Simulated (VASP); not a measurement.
All values below come from PBE GGA, VASP's PBE PAW potentials (set 64) (plane waves; VASP).

Input for VASP

### INCAR
```
LWAVE=F
LCHARG=F
ALGO=VeryFast
LASPH=T   ! aspherical one-centre terms
SYSTEM=Cr
ISIF=2   ! forces and stress, cell fixed
LMAXMIX=4
LORBIT=10
EDIFF=1E-6
ENCUT=400   ! plane-wave cut-off (eV)
GGA=PE
MAGMOM=1.5 -1.5
NELM=100
SIGMA=0.1
ISMEAR=1
LREAL=F   ! projection in real space or not
ISPIN=2
PREC=Accurate
```

File KPOINTS:
```
Automatic mesh
0
Gamma
11 11 11
0 0 0
```

File POSCAR:
```
Cr
1
    2.8800000000     0.0000000000     0.0000000000
    0.0000000000     2.8800000000     0.0000000000
    0.0000000000     0.0000000000     2.8800000000
Cr
2
Direct
  0.0000000000   0.0000000000   0.0000000000
  0.5000000000   0.5000000000   0.5000000000
```

POTCAR, in this order: Cr_pv (PBE.64 set). Program: vasp_std.

What VASP printed:

OUTCAR:
```
 ion  position               nearest neighbor table
   1  0.000  0.000  0.000-   2 2.49   2 2.49   2 2.49   2 2.49   2 2.49   2 2.49   2 2.49   2 2.49
  LATTYP: Found a simple cubic cell.
 ALAT       =     2.8800000000
 Subroutine PRICEL returns following result:
  LATTYP: Found a body centered cubic cell.
 ALAT       =     2.8800000000
 Subroutine GETGRP returns: Found 48 space group operations
The static configuration has the point symmetry O_h .
The dynamic configuration has the point symmetry O_h .
The overall configuration has the point symmetry O_h .
 Subroutine INISYM returns: Found 48 space group operations
 Subroutine IBZKPT returns following result:
 Found     56 irreducible k-points:

 Following reciprocal coordinates:
            Coordinates               Weight
  0.000000  0.000000  0.000000      1.000000
  0.090909  0.000000  0.000000      6.000000
  0.181818  0.000000  0.000000      6.000000
  0.272727  0.000000  0.000000      6.000000
  0.363636  0.000000  0.000000      6.000000
  0.454545  0.000000  0.000000      6.000000
  0.090909  0.090909  0.000000     12.000000
  0.181818  0.090909  0.000000     24.000000
  0.272727  0.090909  0.000000     24.000000
  0.363636  0.090909  0.000000     24.000000
  0.454545  0.090909  0.000000     24.000000
  0.181818  0.181818  0.000000     12.000000
  0.272727  0.181818  0.000000     24.000000
  0.363636  0.181818  0.000000     24.000000
  0.454545  0.181818  0.000000     24.000000
  0.272727  0.272727  0.000000     12.000000
  0.363636  0.272727  0.000000     24.000000
  0.454545  0.272727  0.000000     24.000000
  0.363636  0.363636  0.000000     12.000000
  0.454545  0.363636  0.000000     24.000000
  0.454545  0.454545  0.000000     12.000000
  0.090909  0.090909  0.090909      8.000000
  0.181818  0.090909  0.090909     24.000000
...
```

### OSZICAR
```
       N       E                     dE             d eps       ncg     rms          rms(c)
RMM:   1     0.123070163588E+03    0.12307E+03   -0.11483E+04  1792   0.142E+03
RMM:   2    -0.464382316531E+02   -0.16951E+03   -0.32198E+03  1792   0.480E+02
RMM:   3    -0.821671667442E+01    0.38222E+02   -0.34572E+02  1792   0.223E+02
RMM:   4    -0.168957476268E+02   -0.86790E+01   -0.65059E+01  1792   0.892E+01
RMM:   5    -0.200037817654E+02   -0.31080E+01   -0.26992E+01  1792   0.523E+01
RMM:   6    -0.211622398930E+02   -0.11585E+01   -0.12017E+01  1792   0.307E+01
RMM:   7    -0.216527209712E+02   -0.49048E+00   -0.53573E+00  1792   0.197E+01
RMM:   8    -0.218959208907E+02   -0.24320E+00   -0.26438E+00  1792   0.126E+01
RMM:   9    -0.221518383604E+02   -0.25592E+00   -0.26239E+00  5855   0.866E+00
RMM:  10    -0.221762135198E+02   -0.24375E-01   -0.20892E-01  5749   0.263E+00
RMM:  11    -0.221804231155E+02   -0.42096E-02   -0.35380E-02  5939   0.993E-01
RMM:  12    -0.221811865700E+02   -0.76345E-03   -0.74284E-03  5893   0.393E-01    0.183E+01
RMM:  13    -0.190141503607E+02    0.31670E+01   -0.18478E+01  7168   0.478E+01    0.537E+00
RMM:  14    -0.190558962270E+02   -0.41746E-01   -0.39631E-01  6069   0.561E+00    0.297E+00
RMM:  15    -0.190601118114E+02   -0.42156E-02   -0.41287E-02  5010   0.157E+00    0.108E+00
RMM:  16    -0.190561428657E+02    0.39689E-02   -0.25056E-02  4899   0.156E+00    0.347E-01
RMM:  17    -0.190577663565E+02   -0.16235E-02   -0.53138E-03  4543   0.706E-01    0.158E-01
RMM:  18    -0.190582078905E+02   -0.44153E-03   -0.28685E-03  5052   0.331E-01    0.154E-01
RMM:  19    -0.190583847446E+02   -0.17685E-03   -0.78255E-04  5587   0.175E-01    0.151E-01
RMM:  20    -0.190587001217E+02   -0.31538E-03   -0.77655E-03  5644   0.454E-01    0.112E-01
RMM:  21    -0.190587984756E+02   -0.98354E-04   -0.47521E-04  5078   0.128E-01    0.845E-02
RMM:  22    -0.190588250871E+02   -0.26612E-04   -0.91254E-05  4380   0.449E-02    0.535E-02
RMM:  23    -0.190588324472E+02   -0.73601E-05   -0.38514E-05  4190   0.271E-02    0.199E-02
RMM:  24    -0.190588400034E+02   -0.75561E-05   -0.21440E-05  3934   0.213E-02    0.569E-03
RMM:  25    -0.190588419345E+02   -0.19311E-05   -0.13053E-05  3606   0.144E-02    0.597E-03
RMM:  26    -0.190588422659E+02   -0.33143E-06   -0.47422E-06  2979   0.815E-03
   1 F= -.19058842E+02 E0= -.19058968E+02  d E =0.376844E-03  mag=     0.0000
```

### OUTCAR
```
------------------------ aborting loop because EDIFF is reached ----------------------------------------
  FORCE on cell =-STRESS in cart. coord.  units (eV):
  Direction    XX          YY          ZZ          XY          YZ          ZX
  --------------------------------------------------------------------------------------
  Total       -0.6339867     -0.6339867     -0.6339867      0.0000000      0.0000000      0.0000000
  in kB      -42.5219595    -42.5219595    -42.5219595      0.0000000      0.0000000      0.0000000
  external PRESSURE =     -42.5219595 kB  Pullay stress =       0.0000000 kB
  volume of cell :       23.89
      direct lattice vectors                 reciprocal lattice vectors
     2.880000000  0.000000000  0.000000000     0.347222222  0.000000000  0.000000000
     0.000000000  2.880000000  0.000000000     0.000000000  0.347222222  0.000000000
     0.000000000  0.000000000  2.880000000     0.000000000  0.000000000  0.347222222
 POSITION                                       TOTAL-FORCE (eV/Angst)
 -----------------------------------------------------------------------------------
      0.00000      0.00000      0.00000         0.000000     -0.000000      0.000000
      1.44000      1.44000      1.44000        -0.000000      0.000000     -0.000000
 -----------------------------------------------------------------------------------
    total drift:                               -0.000000      0.000000      0.000000
  FREE ENERGIE OF THE ION-ELECTRON SYSTEM (eV)
  ---------------------------------------------------
  free  energy   TOTEN  =       -19.0588422659 eV

  energy  without entropy=      -19.0592191095  energy(sigma->0) =      -19.05896788

 total charge

# of ion       s       p       d       tot
------------------------------------------
    1        0.428   6.383   4.180  10.991
    2        0.428   6.383   4.180  10.991
--------------------------------------------------
tot          0.856  12.766   8.359  21.981

 magnetization (x)

# of ion       s       p       d       tot
------------------------------------------
    1        0.015   0.009   1.174   1.198
    2       -0.015  -0.009  -1.174  -1.198
--------------------------------------------------
tot          0.000   0.000   0.000   0.000
```
(Selected blocks of OUTCAR.)

The compound is Cr in the bcc, AFM order structure. The cell was not relaxed at this level. The run is one of a series of settings (ALGO = VeryFast against the base run), some of them coarse on purpose.
